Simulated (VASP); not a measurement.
An input for Quantum ESPRESSO's pw.x (written as the equivalent of a VASP run, and not itself run):

```
&CONTROL
  calculation = 'vc-relax'
  pseudo_dir = './pseudo'
  outdir = './out'
  tprnfor = .true.
  tstress = .true.
  nstep = 30
  forc_conv_thr = 0.00039
/
&SYSTEM
  ibrav = 0
  nat = 2
  ntyp = 1
  ecutwfc = 66
  occupations = 'smearing'
  smearing = 'methfessel-paxton'
  degauss = 0.00735
  input_dft = 'vdw-df-ob86'
/
&ELECTRONS
  conv_thr = 7.3e-09
  electron_maxstep = 100
/
&IONS
/
&CELL
  cell_dofree = 'shape'
/
ATOMIC_SPECIES
  Bi 208.980 Bi.upf
CELL_PARAMETERS angstrom
     4.1468986   -2.2771250   -0.0075793
     4.1468986    2.2771250   -0.0075793
     2.9033351    0.0000000    3.7353406
ATOMIC_POSITIONS crystal
  Bi   0.2359380  0.2359380  0.2359380
  Bi   0.7640620  0.7640620  0.7640620
K_POINTS automatic
  10 10 10 0 0 0
```

Translate this input to VASP (INCAR, KPOINTS, POSCAR, choice of POTCAR).

One answer among several that fit: 
POSCAR:
```
Bi
1
    4.1468986105    -2.2771250186    -0.0075793451
    4.1468986105     2.2771250186    -0.0075793451
    2.9033351147     0.0000000000     3.7353405580
Bi
2
Direct
  0.2359380081   0.2359380081   0.2359380081
  0.7640619919   0.7640619919   0.7640619919
```

### INCAR
```
# general
SYSTEM    =  Bi
PREC      =  Accurate
ENCUT     =  520
LREAL     =  .FALSE.
LASPH     =  .TRUE.

# electronic loop
EDIFF     =  1E-7
NELM      =  100
ALGO      =  Normal
LMAXMIX   =  4

# smearing
ISMEAR    =  1
SIGMA     =  0.1

# functional
GGA       =  MK
LUSE_VDW  =  .TRUE.
AGGAC     =  0.0
PARAM1    =  0.1234
PARAM2    =  1.0

# ions
IBRION    =  2
NSW       =  30
ISIF      =  4
EDIFFG    =  -0.01

# output
LWAVE     =  .FALSE.
LCHARG    =  .FALSE.
```

KPOINTS:
```
K-points
0
gamma
  10 10 10
0 0 0
```

POTCAR, in this order: Bi_d (PBE.64 set). Program: vasp_std.

The two are equivalent in intent, not identical: the potentials are each code's own (VASP's PAW set, PseudoDojo norm-conserving files in pw.x), so ENCUT and ecutwfc are chosen apart and not converted; conv_thr bounds pw.x's estimated SCF error, while EDIFF bounds the energy change between steps; forc_conv_thr acts on force components and is met together with etot_conv_thr.

The compound is Bi in the a7 structure. It was relaxed first.
